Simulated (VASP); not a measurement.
Here is the system:

```
CELL_PARAMETERS angstrom
      3.17368     0.00000     0.00000
      0.00000     3.17368     0.00000
      0.00000     0.00000     3.17368
ATOMIC_POSITIONS crystal
  Sc 0.50000 0.50000 0.50000
  Co 0.00000 0.00000 0.00000
```

Calculation: r2SCAN meta-GGA, VASP's PBE PAW potentials (set 64) (plane waves; VASP). Run with 480 eV cut-off, 10×10×10 Γ-centred mesh, first-order Methfessel-Paxton smearing of 0.10 eV, potentials Sc_sv Co.

The run has a spin-polarised start.

### Question
Give the stress tensor in GPa (positive for a compressed cell).

### Answer

```
-2.85   0.00   0.00
 0.00  -2.85   0.00
 0.00   0.00  -2.85
```
The pressure is its mean diagonal, -2.85 GPa.

The structure comes from a computed database's ScCo entry (Pm-3m); how it stands against other phases isn't given here. This cell was strained or had an atom moved on purpose.
